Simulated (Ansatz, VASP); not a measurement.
# Al (Al(110)) in two plane-wave programs, part 2 of 2

Wanted: the spread between two codes on one cell, functional and k mesh. The structure shown is the start of the Ansatz relaxation below; VASP solves that cell, so the two are compared at the walk's first step.

VASP 6.6.1 and Ansatz 0.2.0.

So far: Starting point; Ansatz: relaxation, PBE with D3(BJ); VASP: single point, PBE with D3(BJ), start cell.

## (4) Comparison

Known differences besides the potentials themselves: the cutoff is 420 eV in Ansatz and 400 eV in VASP. Total energies have different zeros and are not compared.

Forces (eV/Å; atoms numbered as in POSCAR):

```
atom        Ansatz x, y, z          VASP x, y, z
 Al1   0.000, 0.000, 0.044   0.000, 0.000, 0.046
 Al2  0.000, 0.000, -0.151  0.000, 0.000, -0.150
 Al3   0.000, 0.000, 0.104   0.000, 0.000, 0.105
 Al4  0.000, 0.000, -0.120  0.000, 0.000, -0.121
 Al5  0.000, 0.000, -0.061  0.000, 0.000, -0.062
 Al6   0.000, 0.000, 0.061   0.000, 0.000, 0.062
 Al7   0.000, 0.000, 0.120   0.000, 0.000, 0.121
 Al8  0.000, 0.000, -0.104  0.000, 0.000, -0.105
 Al9   0.000, 0.000, 0.151   0.000, 0.000, 0.150
Al10  0.000, 0.000, -0.044  0.000, 0.000, -0.046
```

The forces differ by 0.5 meV/Å r.m.s., which is 0.8 % of the r.m.s. force of 0.060 eV/Å (both taken over all components). With vacuum in the cell, a pressure given here is an average over mostly empty space and none of the material.

## (5) Ansatz: relaxation, PBE

The two programs are compared at the cell with which this relaxation starts, whose forces are those of its first step.

The structure compared here is the start of the Ansatz relaxation; VASP solves that cell, so the two are compared at the walk's first step.

The input, input.yaml:

```yaml
crystal:
  lattice:
    - [2.8581456101, 0.0, 0.0]
    - [0.0, 4.0420282851, 0.0]
    - [0.0, 0.0, 28.8616552456]
  atoms:
    - { symbol: Al, position: [0.5, 0.5, 0.2771843795] }
    - { symbol: Al, position: [0.0, 0.0, 0.3266989618] }
    - { symbol: Al, position: [0.5, 0.5, 0.3762135442] }
    - { symbol: Al, position: [0.0, 0.0, 0.4257281265] }
    - { symbol: Al, position: [0.5, 0.5, 0.4752427088] }
    - { symbol: Al, position: [0.0, 0.0, 0.5247572912] }
    - { symbol: Al, position: [0.5, 0.5, 0.5742718735] }
    - { symbol: Al, position: [0.0, 0.0, 0.6237864558] }
    - { symbol: Al, position: [0.5, 0.5, 0.6733010382] }
    - { symbol: Al, position: [0.0, 0.0, 0.7228156205] }
hamiltonian:
  xc: pbe
kpoints:
  mp_grid: { grid: [12, 10, 1] }
scf:
  occupations: { method: methfessel_paxton, width: 0.1 }
  convergence: { dr2_threshold: 1.0e-09 }
efield:
  axis: 3
  dipole_correction: true
relax:
  f_tol: 0.01
  max_steps: 40
  constraints: [{ sites: [4, 5] }]
output:
  write_potential: true
  write_density: true
  volumetric_format: npy
```

Run with:

```console
> ansatz run input.yaml --threads 2 --pin off --max-ram 4096MiB --backend cpu --events-out ev --progress --plain --runs-dir out
```

Numbers of over 12 decimals in the logs are rounded to 6 here.

The log of the run:

```text
[...]
Crystal: 10 atoms, lattice volume = 333.430 Å³
Basis set: ecut = 420 eV, 6553 PW (Γ), exchange–correlation on 40×60×400 points (8 copies of the dense FFT grid, shifted against one another)
Bands: 25, of which v1, the nominal top of the filled ones, is band 15 counted from 1 (14 counted from 0)
Symmetry: 4 space group operations
k-points: 42 of 120
[...]
- { symbol: Al, position: [6.401310706979382e-19, 0, 0.424586] }
    - { symbol: Al, position: [0.5, 0.500000, 0.475243] }
    - { symbol: Al, position: [0.0, 0.0, 0.524757] }
    - { symbol: Al, position: [0.5, 0.500000, 0.575414] }
    - { symbol: Al, position: [2.657987753392617e-19, 0, 0.623312] }
    - { symbol: Al, position: [0.5, 0.500000, 0.674837] }
    - { symbol: Al, position: [1.1627712935503802e-18, 0, 0.720741] }
[key lines of the parts left out:]
SCF converged after 6 iterations
Free energy (F): -5373.603204 eV
Fermi energy:    1.920963 eV
Dipole field:    D = -0.000000 V/Å  (p = -0.000000 e·Å, saw-weighted, corrected)
Work function:   Φ+ = 4.0878 eV   Φ− = 4.0878 eV
```

## (6) VASP: single point, PBE, start cell, pair 2

The same cell, functional, mesh and smearing now go to VASP, with its own data sets.

The input, INCAR:

```
SYSTEM = Al
PREC = Accurate
ENCUT = 400
EDIFF = 1E-06
NELM = 120
ISMEAR = 1
SIGMA = 0.1
LREAL = .FALSE.
ALGO = Normal
GGA = PE
NBANDS = 25
LORBIT = 11
LWAVE = .FALSE.
LCHARG = .FALSE.
ISIF = 2
LDIPOL = .TRUE.
IDIPOL = 3
DIPOL = 0.5 0.5 0.5
LVHAR = .TRUE.
LASPH = .TRUE.
GGA_COMPAT = .FALSE.
NELMDL = -8
KPAR = 2
```

The input, POSCAR:

```
Al
1.0
    2.8581456101      0.0000000000      0.0000000000
    0.0000000000      4.0420282851      0.0000000000
    0.0000000000      0.0000000000     28.8616552456
Al
10
Direct
    0.5000000682      0.4999999647      0.2771843795
    0.0000000682      0.9999999647      0.3266989686
    0.5000000682      0.4999999647      0.3762135403
    0.0000000682      0.9999999647      0.4257281121
    0.5000000682      0.4999999647      0.4752427012
    0.0000000682      0.9999999647      0.5247572903
    0.5000000682      0.4999999647      0.5742718794
    0.0000000682      0.9999999647      0.6237864511
    0.5000000682      0.4999999647      0.6733010229
    0.0000000682      0.9999999647      0.7228156120
```

The input, KPOINTS:

```
Automatic mesh
0
Gamma
12 10 1
0 0 0
```

The projector-augmented-wave data sets are Al (PBE family, release 64).

Run with:

```console
> mpirun -np 2 vasp_std
```

The log of the run:

```text
[... set-up lines as in an earlier step ...]
 entering main loop
       N       E                     dE             d eps       ncg     rms          rms(c)
DAV:   1     0.653808843262E+02    0.65381E+02   -0.83674E+03  2100   0.721E+02
DAV:   2    -0.325752755882E+02   -0.97956E+02   -0.90994E+02  2854   0.131E+02
DAV:   3    -0.371942383248E+02   -0.46190E+01   -0.44505E+01  2883   0.276E+01
DAV:   4    -0.373869233193E+02   -0.19268E+00   -0.19221E+00  3391   0.664E+00
[...]
DAV:  24    -0.360157472430E+02   -0.11907E-04   -0.80466E-07  1820   0.181E-03    0.736E-04
DAV:  25    -0.360157519608E+02   -0.47178E-05   -0.36711E-07  1696   0.114E-03    0.237E-04
DAV:  26    -0.360157526965E+02   -0.73570E-06   -0.37520E-08  1567   0.663E-04
   1 F= -.36015753E+02 E0= -.36015590E+02  d E =-.488120E-03
```

From OUTCAR (step 6):

```text
  Total       -2.9565048     -1.6261255     -0.1053596      0.0000000      0.0000000      0.0000000
  in kB      -14.2064065     -7.8137535     -0.5062672      0.0000000      0.0000000      0.0000000
  external PRESSURE =      -7.5088091 kB  Pullay stress =       0.0000000 kB

 POSITION                                       TOTAL-FORCE (eV/Angst)
 -----------------------------------------------------------------------------------
      1.42907      2.02101      8.00000         0.000000      0.000000      0.144561
      0.00000      4.04203      9.42907         0.000000      0.000000     -0.149963
      1.42907      2.02101     10.85815         0.000000      0.000000      0.049049
      0.00000      4.04203     12.28722         0.000000      0.000000     -0.126332
      1.42907      2.02101     13.71629         0.000000      0.000000     -0.061148
      0.00000      4.04203     15.14536         0.000000      0.000000      0.061148
      1.42907      2.02101     16.57444         0.000000      0.000000      0.126332
      0.00000      4.04203     18.00351         0.000000      0.000000     -0.049049
      1.42907      2.02101     19.43258         0.000000      0.000000      0.149963
      0.00000      4.04203     20.86165         0.000000      0.000000     -0.144561
 -----------------------------------------------------------------------------------
    total drift:                                0.000042     -0.000024      0.000082

  FREE ENERGIE OF THE ION-ELECTRON SYSTEM (eV)
  ---------------------------------------------------
  free  energy   TOTEN  =       -36.0157526965 eV

  energy  without entropy=      -36.0152645764  energy(sigma->0) =      -36.01558999

[... 1 part as in an earlier step ...]

[... 2 further parts left out ...]
[key lines of the parts left out:]
E-fermi :   1.9338
```

## (7) Differences

Forces (eV/Å; atoms numbered as in POSCAR):

```
atom        Ansatz x, y, z          VASP x, y, z
 Al1   0.000, 0.000, 0.143   0.000, 0.000, 0.145
 Al2  0.000, 0.000, -0.151  0.000, 0.000, -0.150
 Al3   0.000, 0.000, 0.048   0.000, 0.000, 0.049
 Al4  0.000, 0.000, -0.126  0.000, 0.000, -0.126
 Al5  0.000, 0.000, -0.061  0.000, 0.000, -0.061
 Al6   0.000, 0.000, 0.061   0.000, 0.000, 0.061
 Al7   0.000, 0.000, 0.126   0.000, 0.000, 0.126
 Al8  0.000, 0.000, -0.048  0.000, 0.000, -0.049
 Al9   0.000, 0.000, 0.151   0.000, 0.000, 0.150
Al10  0.000, 0.000, -0.143  0.000, 0.000, -0.145
```

The forces differ by 0.6 meV/Å r.m.s., which is 0.8 % of the r.m.s. force of 0.066 eV/Å (both taken over all components). With vacuum in the cell, a pressure given here is an average over mostly empty space and none of the material.

## (8) Ansatz: relaxation, PBE

The two programs are compared at the cell with which this relaxation starts, whose forces are those of its first step.

The structure compared here is the start of the Ansatz relaxation; VASP solves that cell, so the two are compared at the walk's first step.

input.yaml, the sections that differ from step 5:

```yaml
crystal:
  lattice:
    - [2.8637824638, 0.0, 0.0]
    - [0.0, 4.05, 0.0]
    - [0.0, 0.0, 28.8870210871]
  atoms:
    - { symbol: Al, position: [0.5, 0.5, 0.2769409825] }
    - { symbol: Al, position: [0.0, 0.0, 0.326509653] }
    - { symbol: Al, position: [0.5, 0.5, 0.3760783236] }
    - { symbol: Al, position: [0.0, 0.0, 0.4256469942] }
    - { symbol: Al, position: [0.5, 0.5, 0.4752156647] }
    - { symbol: Al, position: [0.0, 0.0, 0.5247843353] }
    - { symbol: Al, position: [0.5, 0.5, 0.5743530058] }
    - { symbol: Al, position: [0.0, 0.0, 0.6239216764] }
    - { symbol: Al, position: [0.5, 0.5, 0.673490347] }
    - { symbol: Al, position: [0.0, 0.0, 0.7230590175] }
output:
  write_potential: true
  write_density: true
  volumetric_format: npy
  elf: true
# hamiltonian, kpoints, scf, efield, relax: as in step 5
```

Run with:

```console
> ansatz run input.yaml --threads 2 --pin off --max-ram 4096MiB --backend cpu --events-out ev --progress --plain --runs-dir out
```

The log of the run:

```text
[...]
Crystal: 10 atoms, lattice volume = 335.041 Å³
Basis set: ecut = 420 eV, 6553 PW (Γ), exchange–correlation on 40×60×400 points (8 copies of the dense FFT grid, shifted against one another)
Bands: 25, of which v1, the nominal top of the filled ones, is band 15 counted from 1 (14 counted from 0)
Symmetry: 4 space group operations
k-points: 42 of 120
[...]
- { symbol: Al, position: [4.1365409865998596e-19, 0, 0.424908] }
    - { symbol: Al, position: [0.5, 0.500000, 0.475216] }
    - { symbol: Al, position: [0.0, 0.0, 0.524784] }
    - { symbol: Al, position: [0.5, 0.500000, 0.575092] }
    - { symbol: Al, position: [6.132521300147917e-19, 0, 0.622826] }
    - { symbol: Al, position: [0.5, 0.500000, 0.674325] }
    - { symbol: Al, position: [1.76511753275659e-18, 0, 0.719907] }
[key lines of the parts left out:]
SCF converged after 6 iterations
Free energy (F): -5373.596654 eV
Fermi energy:    1.903127 eV
Dipole field:    D = 0.000007 V/Å  (p = 0.000012 e·Å, saw-weighted, corrected)
Work function:   Φ+ = 4.0726 eV   Φ− = 4.0727 eV
```

## (9) VASP: single point, PBE, start cell, pair 3

The same cell, functional, mesh and smearing now go to VASP, with its own data sets.

INCAR is that of step 6.

The input, POSCAR:

```
Al
1.0
    2.8637824638      0.0000000000      0.0000000000
    0.0000000000      4.0500000000      0.0000000000
    0.0000000000      0.0000000000     28.8870210871
Al
10
Direct
    0.4999999190      0.5000000000      0.2769409825
    0.9999999190      1.0000000000      0.3265096450
    0.4999999190      0.5000000000      0.3760783075
    0.9999999190      1.0000000000      0.4256470047
    0.4999999190      0.5000000000      0.4752156672
    0.9999999190      1.0000000000      0.5247843298
    0.4999999190      0.5000000000      0.5743529923
    0.9999999190      1.0000000000      0.6239216895
    0.4999999190      0.5000000000      0.6734903520
    0.9999999190      1.0000000000      0.7230590145
```

KPOINTS is that of step 6.

Run with:

```console
> mpirun -np 2 vasp_std
```

The log of the run:

```text
[... set-up lines as in an earlier step ...]
 entering main loop
       N       E                     dE             d eps       ncg     rms          rms(c)
DAV:   1     0.645552043150E+02    0.64555E+02   -0.82859E+03  2100   0.717E+02
DAV:   2    -0.325153584345E+02   -0.97071E+02   -0.90491E+02  2837   0.131E+02
DAV:   3    -0.371651532651E+02   -0.46498E+01   -0.44962E+01  2901   0.276E+01
DAV:   4    -0.373546764366E+02   -0.18952E+00   -0.18916E+00  3376   0.662E+00
[...]
DAV:  24    -0.360054186121E+02   -0.12376E-04   -0.89680E-07  1833   0.185E-03    0.794E-04
DAV:  25    -0.360054232261E+02   -0.46140E-05   -0.34182E-07  1720   0.110E-03    0.274E-04
DAV:  26    -0.360054240704E+02   -0.84432E-06   -0.46504E-08  1573   0.685E-04
   1 F= -.36005424E+02 E0= -.36005260E+02  d E =-.492511E-03
```

From OUTCAR (step 9):

```text
  Total       -3.3919955     -2.0294290     -0.5244014      0.0000000      0.0000000      0.0000000
  in kB      -16.2206419     -9.7048008     -2.5077062      0.0000000      0.0000000      0.0000000
  external PRESSURE =      -9.4777163 kB  Pullay stress =       0.0000000 kB

 POSITION                                       TOTAL-FORCE (eV/Angst)
 -----------------------------------------------------------------------------------
      1.43189      2.02500      8.00000         0.000000      0.000000      0.168794
      2.86378      0.00000      9.43189         0.000000      0.000000     -0.139920
      1.43189      2.02500     10.86378         0.000000      0.000000      0.048874
      2.86378      0.00000     12.29567         0.000000      0.000000     -0.124811
      1.43189      2.02500     13.72756         0.000000      0.000000     -0.060364
      2.86378      0.00000     15.15946         0.000000      0.000000      0.060364
      1.43189      2.02500     16.59135         0.000000      0.000000      0.124811
      2.86378      0.00000     18.02324         0.000000      0.000000     -0.048874
      1.43189      2.02500     19.45513         0.000000      0.000000      0.139920
      2.86378      0.00000     20.88702         0.000000      0.000000     -0.168794
 -----------------------------------------------------------------------------------
    total drift:                               -0.000049      0.000000      0.000053

  FREE ENERGIE OF THE ION-ELECTRON SYSTEM (eV)
  ---------------------------------------------------
  free  energy   TOTEN  =       -36.0054240704 eV

  energy  without entropy=      -36.0049315597  energy(sigma->0) =      -36.00525990

[... 1 part as in an earlier step ...]

[... 2 further parts left out ...]
[key lines of the parts left out:]
E-fermi :   1.9096
```

## (10) Comparison

Forces (eV/Å; atoms numbered as in POSCAR):

| atom | Ansatz x, y, z | VASP x, y, z |
| --- | --- | --- |
| Al1 | 0.000, 0.000, 0.167 | 0.000, 0.000, 0.169 |
| Al2 | 0.000, 0.000, -0.141 | 0.000, 0.000, -0.140 |
| Al3 | 0.000, 0.000, 0.048 | 0.000, 0.000, 0.049 |
| Al4 | 0.000, 0.000, -0.124 | 0.000, 0.000, -0.125 |
| Al5 | 0.000, 0.000, -0.060 | 0.000, 0.000, -0.060 |
| Al6 | 0.000, 0.000, 0.060 | 0.000, 0.000, 0.060 |
| Al7 | 0.000, 0.000, 0.124 | 0.000, 0.000, 0.125 |
| Al8 | 0.000, 0.000, -0.048 | 0.000, 0.000, -0.049 |
| Al9 | 0.000, 0.000, 0.141 | 0.000, 0.000, 0.140 |
| Al10 | 0.000, 0.000, -0.167 | 0.000, 0.000, -0.169 |

The forces differ by 0.6 meV/Å r.m.s., which is 0.8 % of the r.m.s. force of 0.068 eV/Å (both taken over all components). With vacuum in the cell, a pressure given here is an average over mostly empty space and none of the material.

## (11) What came out

```
r.m.s. force difference (single point, PBE with D3(BJ), start cell) : 0.5 meV/Å
r.m.s. force difference (single point, PBE, start cell, pair 2)     : 0.56 meV/Å
r.m.s. force difference (single point, PBE, start cell, pair 3)     : 0.56 meV/Å
```

In words: The r.m.s. force difference is 0.56 meV/Å (single point, PBE, start cell, pair 2), within the 12 meV/Å picked in this series as the mark of a large difference. 3 further runs of this series are not shown here. Such differences can come from data sets, numerical settings and the points named under the comparisons, not from the functional's error against experiment.

[Lines on the potential files, build, host, timing and source positions are cut from VASP's logs without a mark.]

[Logs are printed without paths, hosts, clocks, repeated set-up lines and the standing remarks that a program may print on its own settings, such as how far it seeks lower states.]

[Hosts, paths, dates, database ids (printed as entryN), source tags and the programs' standing remarks are cut or masked in the printed files.]
